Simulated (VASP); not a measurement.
A convergence study with VASP on SiO2 (rutile): one setting is varied, all else stays as given below, so the limit is that of these other settings. ε∞ is the independent-particle value.

```xyz
6
Lattice="4.1800 0.0000 0.0000 0.0000 4.1800 0.0000 0.0000 0.0000 2.6700" Properties=species:S:1:pos:R:3 pbc="T T T"
Si     0.0000     0.0000     0.0000
Si     2.0900     2.0900     1.3350
O      1.2791     1.2791     0.0000
O      3.3691     0.8109     1.3350
O      0.8109     3.3691     1.3350
O      2.9009     2.9009     0.0000
```

Level of theory: LDA (Ceperley-Alder, Perdew-Zunger), VASP's LDA PAW potentials (set 64) (plane waves; VASP). The tightest run used: 700 eV cut-off, 5×5×7 Γ-centred mesh, Gaussian smearing of 0.050 eV, potentials Si O.

```json
[
 {"setting": "NBANDS = 17", "mean ε∞": "1.50", "bands": "17"},
 {"setting": "NBANDS = 18", "mean ε∞": "1.83", "bands": "18"},
 {"setting": "NBANDS = 20", "mean ε∞": "2.42", "bands": "20"},
 {"setting": "NBANDS = 24", "mean ε∞": "2.96", "bands": "24"}
]
```

**Question.** These are the cheaper rows. Estimate the results at NBANDS = 144, and how far the last row shown lies from them.

**Answer.** 
```tsv
quantity	tightest run	last row shown is off by
mean ε∞	3.56	-0.60
```

Left out are rungs that failed or repeat a setting and relaxations that didn't move; long series are thinned to 24 rows.

The compound is SiO2 in the rutile structure, stishovite, a high-pressure form. The cell was not relaxed at this level.
